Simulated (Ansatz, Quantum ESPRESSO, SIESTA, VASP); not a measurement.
**Code comparison for Hf₂Hg (I4/mmm, 3 atoms in the cell)**

Self-consistent single point.

```xyz
3
Lattice="-1.6511 1.6511 5.7528 1.6511 -1.6511 5.7528 1.6511 1.6511 -5.7528" Properties=species:S:1:pos:R:3 pbc="T T T"
Hf     0.0000     0.0000     7.6597
Hf     0.0000     0.0000     3.8460
Hg     0.0000     0.0000     0.0000
```

Shared settings, as Ansatz (a program for electronic structure) writes them: kpoints.mp_grid.grid = 10 10 10; scf.occupations.method = gaussian; scf.occupations.width = 0.05 eV. Potentials and cutoffs stand in the table.

| code | model | pressure (GPa) | largest force (eV/Å) | cutoff |
|---|---|---|---|---|
| SIESTA | GGA PBEsol, numerical atomic orbitals DZP, PseudoDojo PBEsol standard norm-conserving potentials (rewritten from UPF to PSML) | -2.78 | 0.153 | grid 400 Ry |
| VASP | PBEsol, VASP's PBE PAW potentials (set 64) | -0.19 | 0.020 | 300 eV |
| Quantum ESPRESSO | PBEsol, GBRV 1.5 ultrasoft (PBESOL) pseudopotentials | 0.18 | 0.058 | 40 Ry |
| Ansatz | PBEsol, default PAW files made with PBE | 0.51 | 0.040 | default |

On Ansatz's run: spin-orbit coupling is off.

The spread over the programs that give each value: pressure within 3.29 GPa; largest force within 0.133 eV/Å.

SIESTA uses small atom-centred bases, whose incompleteness enters pressures, forces and empty levels differently from a plane-wave cutoff. Ansatz's pressure is given at a fixed set of plane waves, as the other plane-wave codes print theirs; with its correction for the finite basis it is 0.55 GPa. In the pressure, SIESTA (by 2.96) lies more than 1 GPa from the median of the plane-wave programs. In the force vectors, SIESTA (by 0.113) lies more than 0.08 eV/Å from the median of the plane-wave programs.

VASP's run is marked for a possible Pulay error in its stress at this cutoff; no cutoff test was made.

The starting cell comes from a database of computed structures (which also holds hypothetical and non-ambient phases and stackings), without a prior relaxation at this level. Its lattice was rescaled by a random factor within 2.5 % of one.

Left out of this page: Elk (not drawn, or without a comparable value).

Keys are those of Ansatz 0.2.
